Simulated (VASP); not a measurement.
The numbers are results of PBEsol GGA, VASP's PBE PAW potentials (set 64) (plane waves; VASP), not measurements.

Input for VASP

File POSCAR:
```
SiC
1
    2.9992458471     0.0000000000     0.0000000000
   -1.4996229235     2.5974226449    -0.0000000000
    0.0000000000     0.0000000000     4.9199546592
Si C
2 2
Direct
  0.3333330000   0.6666670000   0.9996031109
  0.6666670000   0.3333330000   0.4996031109
  0.3333330000   0.6666670000   0.3753968891
  0.6666670000   0.3333330000   0.8753968891
```

**KPOINTS**
```
Automatic mesh
0
G
  8 8 5
```

INCAR:
```
# general
SYSTEM  = SiC
PREC    = Accurate
ENCUT   = 620
LREAL   = .False.
LASPH   = .True.

# electronic loop
EDIFF   = 1E-6
NELM    = 100
ALGO    = Normal

# smearing
ISMEAR  = 0
SIGMA   = 0.05

# functional
GGA     = PS

# ions
IBRION  = 2
NSW     = 40
ISIF    = 3
EDIFFG  = -0.02
PSTRESS = 200

# output
LWAVE   = .False.
LCHARG  = .False.
```

POTCAR, in this order: Si C (PBE.64 set). Program: vasp_std.

Output

**OSZICAR**
```
       N       E                     dE             d eps       ncg     rms          rms(c)
DAV:   1     0.427678954686E+02    0.42768E+02   -0.83985E+03   720   0.139E+03
DAV:   2    -0.322608448406E+02   -0.75029E+02   -0.67736E+02  1024   0.209E+02
DAV:   3    -0.356712245354E+02   -0.34104E+01   -0.33874E+01   924   0.450E+01
DAV:   4    -0.357080970796E+02   -0.36873E-01   -0.36839E-01   900   0.539E+00
DAV:   5    -0.357086423146E+02   -0.54523E-03   -0.54515E-03   936   0.634E-01    0.136E+01
DAV:   6    -0.318535757542E+02    0.38551E+01   -0.10398E+01   868   0.210E+01    0.626E+00
DAV:   7    -0.316718720473E+02    0.18170E+00   -0.10660E+00   924   0.694E+00    0.256E+00
DAV:   8    -0.316439157399E+02    0.27956E-01   -0.58039E-02   840   0.175E+00    0.508E-01
DAV:   9    -0.316419424206E+02    0.19733E-02   -0.56883E-03   896   0.564E-01    0.129E-01
DAV:  10    -0.316420288678E+02   -0.86447E-04   -0.35692E-04   860   0.146E-01    0.483E-02
DAV:  11    -0.316420290615E+02   -0.19364E-06   -0.24942E-05   920   0.441E-02    0.111E-02
DAV:  12    -0.316420292001E+02   -0.13860E-06   -0.21195E-06   652   0.103E-02
   1 F= -.26857544E+02 E0= -.26857544E+02  d E =-.268575E+02
```

File OUTCAR:
```
------------------------ aborting loop because EDIFF is reached ----------------------------------------
  FORCE on cell =-STRESS in cart. coord.  units (eV):
  Direction    XX          YY          ZZ          XY          YZ          ZX
  --------------------------------------------------------------------------------------
  Total        4.7700988      4.7700971      4.7148776      0.0000000      0.0000000      0.0000000
  in kB      199.3986289    199.3985597    197.0902855      0.0000000      0.0000000      0.0000000
  external PRESSURE =      -1.3708420 kB  Pullay stress =     200.0000000 kB
  volume of cell :       38.33
      direct lattice vectors                 reciprocal lattice vectors
     2.999245847  0.000000000  0.000000000     0.333417149  0.192498514  0.000000000
    -1.499622924  2.597422645  0.000000000     0.000000000  0.384997028  0.000000000
     0.000000000  0.000000000  4.919954659     0.000000000  0.000000000  0.203253906
  FREE ENERGIE OF THE ION-ELECTRON SYSTEM (eV)
  ---------------------------------------------------
  free  energy   TOTEN  =       -31.6420292001 eV

  energy  without entropy=      -31.6420292001  energy(sigma->0) =      -31.64202920
  enthalpy is  TOTEN    =       -26.8575441445 eV   P V=        4.7844850556

 reached required accuracy - stopping structural energy minimisation
```
(Selected blocks of OUTCAR.)

The structure was generated: SiC was put into the wurtzite type (P6_3mc), which need not be its known phase. It was relaxed first under an external pressure of 20 GPa.
